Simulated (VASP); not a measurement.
Computed with vdW-DF2, VASP's PBE PAW potentials (set 64) (plane waves; VASP).

VASP input:

**KPOINTS**
```
Automatic mesh
0
Gamma
9 9 9
0 0 0
```

File POSCAR:
```
ZnSe
1.0
  0.0000000000   2.9481201399   2.9481201399
  2.9481201399   0.0000000000   2.9481201399
  2.9481201399   2.9481201399   0.0000000000
Zn Se
1 1
direct
  1.0000000000   1.0000000000   0.0000000000
  0.2500000000   0.2500000000   0.2500000000
```

### INCAR
```
# general
SYSTEM    =  ZnSe
PREC      =  Accurate
ENCUT     =  520
LREAL     =  .False.
LASPH     =  .True.

# electronic loop
EDIFF     =  1E-7
NELM      =  100
ALGO      =  Normal
LMAXMIX   =  4

# smearing
ISMEAR    =  -5

# functional
GGA       =  ML
LUSE_VDW  =  .True.
AGGAC     =  0.0
ZAB_VDW   =  -1.8867

# ions
ISIF      =  2

# output
LWAVE     =  .False.
LCHARG    =  .True.
LORBIT    =  11
NEDOS     =  601
```

POTCAR, in this order: Zn Se (PBE.64 set). Program: vasp_std.

What VASP printed:

### OSZICAR
```
       N       E                     dE             d eps       ncg     rms          rms(c)
DAV:   1     0.935590339305E+02    0.93559E+02   -0.89301E+03   910   0.153E+03
DAV:   2     0.548641914132E+01   -0.88073E+02   -0.84702E+02   995   0.276E+02
DAV:   3    -0.105202954535E+01   -0.65384E+01   -0.65060E+01  1110   0.739E+01
DAV:   4    -0.112128023047E+01   -0.69251E-01   -0.69234E-01   990   0.832E+00
DAV:   5    -0.112170141352E+01   -0.42118E-03   -0.42118E-03  1070   0.600E-01    0.367E+00
DAV:   6    -0.780015777043E+00    0.34169E+00   -0.86807E-01  1354   0.255E+01    0.271E+00
DAV:   7    -0.769523174881E+00    0.10493E-01   -0.17808E-01   985   0.438E+00    0.121E+00
DAV:   8    -0.770518702859E+00   -0.99553E-03   -0.47825E-03  1035   0.679E-01    0.433E-01
DAV:   9    -0.770969493184E+00   -0.45079E-03   -0.15376E-03   980   0.406E-01    0.709E-02
DAV:  10    -0.771007216676E+00   -0.37723E-04   -0.53493E-05  1060   0.936E-02    0.156E-02
DAV:  11    -0.771012979704E+00   -0.57630E-05   -0.12522E-05  1025   0.510E-02    0.243E-03
DAV:  12    -0.771012904514E+00    0.75190E-07   -0.46854E-07  1050   0.101E-02
   1 F= -.77101290E+00 E0= -.77101290E+00  d E =0.000000E+00
```

File OUTCAR:
```
------------------------ aborting loop because EDIFF is reached ----------------------------------------
  FORCE on cell =-STRESS in cart. coord.  units (eV):
  Direction    XX          YY          ZZ          XY          YZ          ZX
  --------------------------------------------------------------------------------------
  Total        0.0015009      0.0015009      0.0015009     -0.0000000      0.0000000     -0.0000000
  in kB        0.0469241      0.0469241      0.0469241     -0.0000000      0.0000000     -0.0000000
  external PRESSURE =       0.0469241 kB  Pullay stress =       0.0000000 kB
  volume of cell :       51.25
      direct lattice vectors                 reciprocal lattice vectors
     0.000000000  2.948120140  2.948120140    -0.169599601  0.169599601  0.169599601
     2.948120140  0.000000000  2.948120140     0.169599601 -0.169599601  0.169599601
     2.948120140  2.948120140  0.000000000     0.169599601  0.169599601 -0.169599601
  FREE ENERGIE OF THE ION-ELECTRON SYSTEM (eV)
  ---------------------------------------------------
  free  energy   TOTEN  =        -0.7710129045 eV

  energy  without entropy=       -0.7710129045  energy(sigma->0) =       -0.77101290

 total charge

# of ion       s       p       d       tot
------------------------------------------
    1        0.541   0.366   9.790  10.697
    2        1.457   2.365   0.021   3.842
--------------------------------------------------
tot          1.997   2.731   9.811  14.540
```
(Selected blocks of OUTCAR.)

### OUTCAR
```
 val. band max:        0.6753521901   @ k =   0.0000   0.0000   0.0000

 cond. band min:       1.2451768502   @ k =   0.0000   0.0000   0.0000


 Fermi energy:         0.7070934637

 k-point     1 :       0.0000    0.0000    0.0000
  band No.  band energies     occupation
      1     -11.9905      2.00000
      2      -5.7055      2.00000
      3      -5.7055      2.00000
      4      -5.7055      2.00000
      5      -5.4523      2.00000
      6      -5.4523      2.00000
      7       0.6754      2.00000
      8       0.6754      2.00000
      9       0.6754      2.00000
     10       1.2452      0.00000
     11       6.4923      0.00000
     12       6.4923      0.00000
     13       6.4923      0.00000

 k-point     2 :       0.1111    0.0000    0.0000
  band No.  band energies     occupation
      1     -11.9290      2.00000
      2      -5.6964      2.00000
      3      -5.6964      2.00000
      4      -5.6954      2.00000
      5      -5.4530      2.00000
      6      -5.4530      2.00000
      7      -0.4769      2.00000
      8       0.5792      2.00000
      9       0.5792      2.00000
     10       2.2162      0.00000
     11       6.3380      0.00000
     12       6.6636      0.00000
     13       6.6637      0.00000

 k-point     3 :       0.2222    0.0000    0.0000
  band No.  band energies     occupation
      1     -11.7657      2.00000
      2      -5.6750      2.00000
      3      -5.6750      2.00000
      4      -5.6505      2.00000
      5      -5.4527      2.00000
      6      -5.4526      2.00000
      7      -1.8308      2.00000
      8       0.3565      2.00000
      9       0.3565      2.00000
     10       2.8657      0.00000
     11       6.6251      0.00000
     12       6.9828      0.00000
     13       6.9828      0.00000

 k-point     4 :       0.3333    0.0000    0.0000
  band No.  band energies     occupation
      1     -11.5649      2.00000
      2      -5.6545      2.00000
      3      -5.6545      2.00000
...
```

The compound is ZnSe in the zinc blende structure. It was relaxed first, which changed the volume by +12 %.
